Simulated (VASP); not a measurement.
An input for Quantum ESPRESSO's pw.x (written as the equivalent of a VASP run, and not itself run):

```
&CONTROL
  calculation = 'scf'
  pseudo_dir = './pseudo'
  outdir = './out'
  tprnfor = .true.
  tstress = .true.
/
&SYSTEM
  ibrav = 0
  nat = 2
  ntyp = 2
  ecutwfc = 102
  occupations = 'smearing'
  smearing = 'gaussian'
  degauss = 0.003675
  input_dft = 'pbe'
/
&ELECTRONS
  conv_thr = 7.3e-08
  electron_maxstep = 100
/
ATOMIC_SPECIES
  Cd 112.414 Cd.upf
  Te 127.600 Te.upf
CELL_PARAMETERS angstrom
     0.0000000    3.2983600    3.2078660
     3.2586150    0.0000000    3.2078660
     3.2586150    3.2983600    0.0000000
ATOMIC_POSITIONS crystal
  Cd   0.0000000  0.0000000  0.0000000
  Te   0.2421110  0.2578890  0.2578890
K_POINTS automatic
  6 6 6 0 0 0
```

**Question.** Write the VASP files for the same calculation (PBE).

**Answer.** Several could match; the one computed here: 
File KPOINTS:
```
kpoints
0
gamma
6 6 6
```

INCAR:
```
ISMEAR = 0   # Gaussian
NELM = 100
LCHARG = .FALSE.
ENCUT = 400   # plane-wave cut-off (eV)
ALGO = Normal   # blocked Davidson
LASPH = .TRUE.
PREC = Accurate
LREAL = .FALSE.   # projection in real space or not
LWAVE = .FALSE.
ISIF = 2   # forces and stress, cell fixed
SYSTEM = CdTe
SIGMA = 0.05
EDIFF = 1E-6   # SCF stop (eV)
GGA = PE   # PBE
LMAXMIX = 4
```

### POSCAR
```
CdTe
1
    0.0000000000     3.2983600000     3.2078660000
    3.2586150000     0.0000000000     3.2078660000
    3.2586150000     3.2983600000     0.0000000000
Cd Te
1 1
Direct
  0.0000000000   0.0000000000   0.0000000000
  0.2421110000   0.2578890000   0.2578890000
```

POTCAR, in this order: Cd Te (PBE.64 set). Program: vasp_std.

Limits of the translation: the potentials are each code's own (VASP's PAW set, PseudoDojo norm-conserving files in pw.x), so ENCUT and ecutwfc are chosen apart and not converted; conv_thr bounds pw.x's estimated SCF error, while EDIFF bounds the energy change between steps.

The compound is CdTe in the zinc blende structure. The cell was not relaxed at this level, atoms are displaced from their ideal sites.
